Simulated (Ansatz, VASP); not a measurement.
# Cross-check of Te (Tellurium) between VASP and Ansatz, part 2 of 2

Aim: how closely do two programs agree when they are given the same cell, functional and k mesh? The cell is taken from a series of runs on this material, whose earlier steps may have relaxed, scaled, displaced or heated it; both programs get it as it stands.

VASP 6.6.1 and Ansatz 0.2.0.

So far: The starting structure; Ansatz: zone-centre phonons, PBEsol.

## Step 3: VASP: zone-centre phonons, PBEsol

Level of this step: PBEsol; plane waves and PAW (Te) (VASP).

The same cell, functional, mesh and smearing now go to VASP, with its own data sets.

Lines of VASP's logs that name or quote its potential files are left out, and so is its time.

INCAR reads:

```
SYSTEM = Te
PREC = Accurate
ENCUT = 500
EDIFF = 1E-08
NELM = 120
ISMEAR = 1
SIGMA = 0.2
LREAL = .FALSE.
ALGO = Normal
GGA = PS
NBANDS = 15
LORBIT = 11
LWAVE = .FALSE.
LCHARG = .FALSE.
ISIF = 2
IBRION = 8
LASPH = .TRUE.
GGA_COMPAT = .FALSE.
KPAR = 2
```

POSCAR reads:

```
Te
1.0
    4.4026651373      0.0000000000      0.0000000000
   -2.2013325687      3.8128198533      0.0000000000
    0.0000000000      0.0000000000      5.8682028735
Te
3
Direct
    0.2799289430      0.0000000000      0.3333333333
    0.0000000000      0.2799289430      0.6666666667
    0.7200710570      0.7200710570      0.0000000000
```

KPOINTS reads:

```
Automatic mesh
0
Gamma
12 12 8
0 0 0
```

The projector-augmented-wave data sets are Te (PBE family, release 64).

Run with:

```bash
mpirun -np 2 vasp_std
```

Numbers of over 12 decimals in the logs are rounded to 6 here.

The log of the run:

```text
[banner, memory and clock lines left out]
running    2 mpi-ranks, on    1 nodes
 distrk:  each k-point on    1 cores,    2 groups
 distr:  one band on    1 cores,    1 groups

 POSCAR found type information on POSCAR Te
 POSCAR found :  1 types and       3 ions
|                                                                             |
|               ----> ADVICE to this user running VASP <----                  |
|                                                                             |
|     You enforced a specific xc type in the INCAR file but a different       |
|     [... a line on the potential file left out ...]
|     I HOPE YOU KNOW WHAT YOU ARE DOING!                                     |
|                                                                             |

 LDA part: xc-table for (Slater+PW92), standard interpolation
 POSCAR, INCAR and KPOINTS ok, starting setup
 FFT: planning ... GRIDC
 FFT: planning ... GRID_SOFT
 FFT: planning ... GRID
 WAVECAR not read
 entering main loop
       N       E                     dE             d eps       ncg     rms          rms(c)
DAV:   1     0.713814841925E+02    0.71381E+02   -0.63921E+03  3930   0.931E+02
DAV:   2    -0.591190910420E+01   -0.77293E+02   -0.73601E+02  5272   0.140E+02
DAV:   3    -0.105161968381E+02   -0.46043E+01   -0.45803E+01  4602   0.385E+01
DAV:   4    -0.105970019459E+02   -0.80805E-01   -0.80787E-01  5711   0.598E+00
DAV:   5    -0.105983243161E+02   -0.13224E-02   -0.13224E-02  4996   0.671E-01    0.132E+01
DAV:   6    -0.105782984303E+02    0.20026E-01   -0.13666E-02  5015   0.703E-01    0.829E+00
DAV:   7    -0.105715126999E+02    0.67857E-02   -0.28918E-02  4574   0.101E+00    0.271E-01
DAV:   8    -0.105710312752E+02    0.48142E-03   -0.50006E-03  4448   0.404E-01    0.122E-01
DAV:   9    -0.105710476454E+02   -0.16370E-04   -0.13565E-04  5644   0.794E-02    0.858E-02
DAV:  10    -0.105710516024E+02   -0.39570E-05   -0.16216E-05  4905   0.261E-02    0.109E-02
DAV:  11    -0.105710490418E+02    0.25606E-05   -0.64797E-06  4756   0.156E-02    0.389E-03
DAV:  12    -0.105710491358E+02   -0.93997E-07   -0.61456E-07  5442   0.468E-03    0.188E-03
DAV:  13    -0.105710491283E+02    0.75074E-08   -0.69048E-08  4784   0.164E-03
   1 F= -.10571049E+02 E0= -.10572317E+02  d E =0.380380E-02
 Linear response reoptimize wavefunctions to high precision
DAV:   1    -0.105710491401E+02   -0.11768E-07   -0.94211E-09  5337   0.571E-04
DAV:   2    -0.105710491402E+02   -0.17985E-09   -0.14600E-09  3057   0.221E-04
DAV:   3    -0.105710491402E+02    0.11596E-10   -0.13653E-10  2658   0.862E-05
 Linear response DOF=           3
 Linear response progress:
  Degree of freedom:   1/  3
       N       E                     dE             d eps       ncg     rms          rms(c)
RMM:   1    -0.465155444665E-01   -0.46516E-01    0.39038E-02 21733   0.104E+00
RMM:   2    -0.450810857985E-01    0.14345E-02   -0.23543E-03 15043   0.277E-01    0.987E-02
RMM:   3    -0.450175921802E-01    0.63494E-04   -0.84272E-05 15948   0.583E-02    0.680E-02
RMM:   4    -0.449535294059E-01    0.64063E-04   -0.20671E-05 16250   0.243E-02    0.156E-02
RMM:   5    -0.449548937132E-01   -0.13643E-05   -0.54382E-07 16481   0.560E-03    0.806E-03
RMM:   6    -0.449613591270E-01   -0.64654E-05   -0.24963E-07 16337   0.241E-03    0.160E-03
RMM:   7    -0.449606518344E-01    0.70729E-06    0.10091E-07 16648   0.656E-04    0.482E-04
RMM:   8    -0.449597764979E-01    0.87534E-06    0.16108E-07 16561   0.220E-04    0.128E-04
RMM:   9    -0.449598734292E-01   -0.96931E-07   -0.13105E-07 17184   0.546E-05    0.663E-05
RMM:  10    -0.449598521992E-01    0.21230E-07   -0.17808E-08 16636   0.245E-05    0.183E-05
RMM:  11    -0.449598418418E-01    0.10357E-07   -0.22861E-08 17584   0.100E-05    0.148E-05
RMM:  12    -0.449598455371E-01   -0.36953E-08   -0.53419E-09 15325   0.509E-06    0.325E-06
 first order change of Fermi-energy  -0.16097E+01
 force on displaced ion       1 direction 1 :  -2.800   0.000   0.000
 Linear response progress:
  Degree of freedom:   2/  3
       N       E                     dE             d eps       ncg     rms          rms(c)
RMM:   1    -0.476250217461E-01   -0.47625E-01    0.33801E-02 39803   0.104E+00
RMM:   2    -0.464096832989E-01    0.12153E-02   -0.24095E-03 27447   0.275E-01    0.748E-02
RMM:   3    -0.462803539366E-01    0.12933E-03   -0.10541E-04 28952   0.611E-02    0.489E-02
RMM:   4    -0.461977961799E-01    0.82558E-04   -0.33762E-05 29278   0.275E-02    0.142E-02
RMM:   5    -0.462038399117E-01   -0.60437E-05   -0.16183E-06 29834   0.703E-03    0.730E-03
RMM:   6    -0.462162838024E-01   -0.12444E-04   -0.30404E-07 29780   0.235E-03    0.102E-03
RMM:   7    -0.462157584121E-01    0.52539E-06    0.12245E-07 30548   0.494E-04    0.668E-04
RMM:   8    -0.462155086325E-01    0.24978E-06    0.75354E-08 30113   0.192E-04    0.102E-04
RMM:   9    -0.462155694108E-01   -0.60778E-07   -0.79107E-08 31355   0.470E-05    0.236E-05
RMM:  10    -0.462155660145E-01    0.33964E-08   -0.29349E-08 30467   0.186E-05    0.372E-06
 first order change of Fermi-energy   0.43143E-04
 force on displaced ion       1 direction 2 :   0.001  -2.383  -0.515
 Linear response progress:
  Degree of freedom:   3/  3
       N       E                     dE             d eps       ncg     rms          rms(c)
RMM:   1    -0.568495547997E-01   -0.56850E-01    0.45390E-02 41810   0.107E+00
RMM:   2    -0.541550146117E-01    0.26945E-02   -0.29423E-03 27527   0.300E-01    0.228E-01
RMM:   3    -0.539316682674E-01    0.22335E-03   -0.41044E-04 28796   0.888E-02    0.158E-01
RMM:   4    -0.538927694861E-01    0.38899E-04   -0.14695E-05 29304   0.231E-02    0.763E-02
RMM:   5    -0.538816228579E-01    0.11147E-04   -0.56216E-06 29698   0.136E-02    0.395E-03
RMM:   6    -0.538836081333E-01   -0.19853E-05   -0.23460E-07 29940   0.298E-03    0.254E-03
RMM:   7    -0.538853936805E-01   -0.17855E-05   -0.74354E-08 29834   0.116E-03    0.608E-04
RMM:   8    -0.538855154680E-01   -0.12179E-06    0.78518E-08 30707   0.312E-04    0.259E-04
RMM:   9    -0.538857019382E-01   -0.18647E-06   -0.58243E-08 29771   0.137E-04    0.438E-05
RMM:  10    -0.538857951998E-01   -0.93262E-07   -0.98138E-08 31407   0.407E-05    0.101E-05
RMM:  11    -0.538858068438E-01   -0.11644E-07   -0.18828E-08 31458   0.130E-05    0.387E-06
RMM:  12    -0.538858043201E-01    0.25237E-08   -0.58088E-09 29715   0.579E-06    0.110E-06
 first order change of Fermi-energy  -0.70959E-05
 force on displaced ion       1 direction 3 :  -0.002  -0.516  -4.960
 Linear response finished
```

From OUTCAR (step 3):

```text
ion  position               nearest neighbor table
   1  0.280  0.000  0.333-   3 2.90   2 2.90   3 3.39   3 3.39   2 3.39   2 3.39
   2  0.000  0.280  0.667-   3 2.90   1 2.90   3 3.39   3 3.39   1 3.39   1 3.39
   3  0.720  0.720  0.000-   1 2.90   2 2.90   2 3.39   1 3.39   1 3.39   2 3.39

  LATTYP: Found a hexagonal cell.
 ALAT       =     4.4026651373
 C/A-ratio  =     1.3328751314

 Subroutine GETGRP returns: Found  6 space group operations
 (whereof  2 operations were pure point group operations)

The static configuration has the point symmetry C_2 .
 The point group associated with its full space group is D_3 .

 Found    131 irreducible k-points:

   k-points           NKPTS =    131   k-points in BZ     NKDIM =    131   number of bands    NBANDS=     15

   dimension x,y,z NGX =    32 NGY =   32 NGZ =   48
   dimension x,y,z NGXF=    64 NGYF=   64 NGZF=   96

   ENCUT  =  500.0 eV  36.75 Ry    6.06 a.u.   8.03  8.03 10.70*2*pi/ulx,y,z

   NELECT =      18.0000    total number of electrons

 k-points in reciprocal lattice and weights: Automatic mesh
   0.00000000  0.00000000  0.00000000       0.001
   0.08333333 -0.00000000  0.00000000       0.005
   0.16666667 -0.00000000  0.00000000       0.005
   0.25000000 -0.00000000  0.00000000       0.005
   0.33333333 -0.00000000  0.00000000       0.005
   0.41666667 -0.00000000  0.00000000       0.005
   0.50000000 -0.00000000  0.00000000       0.003
   0.08333333  0.08333333  0.00000000       0.005
   0.16666667  0.08333333  0.00000000       0.010
[...]
0.33333333  0.25000000  0.50000000       0.010
   0.33333333  0.33333333  0.50000000       0.002

 average (electrostatic) potential at core
       1 -88.5267       2 -88.5267       3 -88.5267

  Total       -0.4004974     -0.4004974      0.0602966      0.0000000      0.0000000      0.0000000
  in kB       -6.5139323     -6.5139323      0.9807008      0.0000000      0.0000000      0.0000000
  external PRESSURE =      -4.0157213 kB  Pullay stress =       0.0000000 kB

  energy-cutoff  :      500.00
  volume of cell :       98.51
      direct lattice vectors                 reciprocal lattice vectors
     4.402665137  0.000000000  0.000000000     0.227135149  0.131136539  0.000000000
    -2.201332569  3.812819853  0.000000000     0.000000000  0.262273078  0.000000000
     0.000000000  0.000000000  5.868202873     0.000000000  0.000000000  0.170409923

 POSITION                                       TOTAL-FORCE (eV/Angst)
 -----------------------------------------------------------------------------------
      1.23243      0.00000      1.95607         0.017296      0.000000     -0.000000
     -0.61622      1.06732      3.91214        -0.008648      0.014979      0.000000
      1.58512      2.74550      0.00000        -0.008648     -0.014979      0.000000
 -----------------------------------------------------------------------------------
    total drift:                                0.000000     -0.000000      0.000000

 Eigenvectors and eigenvalues of the dynamical matrix
 ----------------------------------------------------

   1 f  =    3.844054 THz    24.152903 2PiTHz  128.223835 cm-1    15.897722 meV
             X         Y         Z           dx          dy          dz
      1.232433  0.000000  1.956068     0.065710   -0.124758   -0.700277
     -0.616217  1.067319  3.912135    -0.140890    0.005241    0.670166
      1.585116  2.745501  0.000000     0.074993    0.119162    0.030111

   2 f  =    3.844054 THz    24.152903 2PiTHz  128.223835 cm-1    15.897722 meV
             X         Y         Z           dx          dy          dz
      1.232433  0.000000  1.956068     0.124521    0.065835    0.369536
     -0.616217  1.067319  3.912135    -0.005477   -0.140765    0.421689
      1.585116  2.745501  0.000000    -0.119398    0.075117   -0.791226

   3 f  =    3.101958 THz    19.490176 2PiTHz  103.470178 cm-1    12.828661 meV
             X         Y         Z           dx          dy          dz
      1.232433  0.000000  1.956068     0.577350   -0.000000    0.000000
     -0.616217  1.067319  3.912135    -0.288675    0.500000    0.000000
      1.585116  2.745501  0.000000    -0.288675   -0.500000   -0.000000

   4 f  =    2.686975 THz    16.882764 2PiTHz   89.627848 cm-1    11.112432 meV
             X         Y         Z           dx          dy          dz
      1.232433  0.000000  1.956068     0.000000   -0.577350    0.000011
     -0.616217  1.067319  3.912135     0.500000    0.288675    0.000011
      1.585116  2.745501  0.000000    -0.500000    0.288675    0.000011

   5 f  =    2.437706 THz    15.316556 2PiTHz   81.313108 cm-1    10.081536 meV
             X         Y         Z           dx          dy          dz
      1.232433  0.000000  1.956068    -0.233733    0.508778   -0.181105
     -0.616217  1.067319  3.912135     0.557478   -0.051938    0.162610
      1.585116  2.745501  0.000000    -0.323722   -0.456788    0.018495

   6 f  =    2.437706 THz    15.316556 2PiTHz   81.313108 cm-1    10.081536 meV
             X         Y         Z           dx          dy          dz
      1.232433  0.000000  1.956068    -0.508744   -0.233748    0.083205
     -0.616217  1.067319  3.912135     0.051972    0.557462    0.115239
      1.585116  2.745501  0.000000     0.456823   -0.323738   -0.198444

   7 f/i=    0.000051 THz     0.000323 2PiTHz    0.001713 cm-1     0.000212 meV
             X         Y         Z           dx          dy          dz
      1.232433  0.000000  1.956068    -0.000000    0.000011    0.577350
     -0.616217  1.067319  3.912135    -0.000010   -0.000006    0.577350
      1.585116  2.745501  0.000000     0.000010   -0.000006    0.577350

   8 f/i=    0.000893 THz     0.005610 2PiTHz    0.029784 cm-1     0.003693 meV
             X         Y         Z           dx          dy          dz
      1.232433  0.000000  1.956068    -0.137967   -0.560577    0.000172
     -0.616217  1.067319  3.912135    -0.137906   -0.560640   -0.000122
      1.585116  2.745501  0.000000    -0.137992   -0.560662   -0.000049

   9 f/i=    0.000893 THz     0.005610 2PiTHz    0.029784 cm-1     0.003693 meV
             X         Y         Z           dx          dy          dz
      1.232433  0.000000  1.956068     0.560676   -0.137943    0.000042
     -0.616217  1.067319  3.912135     0.560612   -0.138004    0.000127
      1.585116  2.745501  0.000000     0.560591   -0.137918   -0.000170

 ELASTIC MODULI CONTR FROM IONIC RELAXATION (kBar)
 Direction    XX          YY          ZZ          XY          YZ          ZX
 --------------------------------------------------------------------------------
 XX        -232.7208    -99.4912   -192.2854      0.0000   -101.1024      0.0000
 YY         -99.4912   -232.7208   -192.2854      0.0000    101.1024     -0.0000
 ZZ        -192.2854   -192.2854   -222.5908      0.0000     -0.0000     -0.0000
 XY           0.0000      0.0000      0.0000    -66.8957     -0.0000    -98.9413
 YZ        -101.1024    101.1024     -0.0000     -0.0000   -168.8113      0.0000
 ZX           0.0000     -0.0000     -0.0000    -98.9413      0.0000   -163.6961
 --------------------------------------------------------------------------------
```

The gap is under twice the smearing width, so the edge states are partly filled and the run can't tell a small gap from a semimetal. Methfessel-Paxton smearing is not meant for a cell with a gap.

## Step 4: Differences

Known differences besides the potentials themselves: the data sets hold 48 valence electrons in Ansatz (on its PAW soft_1 files) and 18 in VASP; the cutoff is 420 eV in Ansatz and 500 eV in VASP; Ansatz makes its cores anew for this functional, VASP keeps those of its PBE data sets. Total energies have different zeros and are not compared.

Both answers:

```tsv
quantity	Ansatz	VASP	difference
optical mode 1 to 2 (cm⁻¹)	80.6	81.3	-0.88 %
optical mode 3 (cm⁻¹)	89.5	89.6	-0.14 %
optical mode 4 (cm⁻¹)	101.9	103.5	-1.51 %
optical mode 5 to 6 (cm⁻¹)	126.5	128.2	-1.31 %
```

Our record labels this cell a metal in Ansatz alone; each run is judged by its own test, so with a small gap or wide smearing the label says little about the levels. Modes are paired by rising frequency, not by their patterns, so a pair may set unlike modes beside each other; they are those without the splitting of longitudinal modes.

## Step 5: Summary of results

```json
{"r.m.s. difference of the optical zone-centre modes, each program's sorted by frequency (zone-centre phonons, PBEsol)": "1.2 cm⁻¹", "difference in optical mode 4 (zone-centre phonons, PBEsol)": "-1.5 %"}
```

**Reading.** The r.m.s. difference of the optical zone-centre modes, each program's sorted by frequency is 1.2 cm⁻¹ (zone-centre phonons, PBEsol). The data sets hold unlike numbers of valence electrons (48 in Ansatz and 18 in VASP), so part of the differences comes from the potentials. Among the rows given in per cent, the largest difference of the zone-centre phonons, PBEsol pair is in optical mode 4, -1.5 %. Such differences can come from data sets, numerical settings and the points named under the comparisons, not from the functional's error against experiment.

[Lines on the potential files, build, host, timing and source positions are cut from VASP's logs without a mark.]

[Logs are printed without paths, hosts, clocks, repeated set-up lines and the standing remarks that a program may print on its own settings, such as how far it seeks lower states.]

[Hosts, paths, dates, database ids (printed as entryN), source tags and the programs' standing remarks are cut or masked in the printed files.]
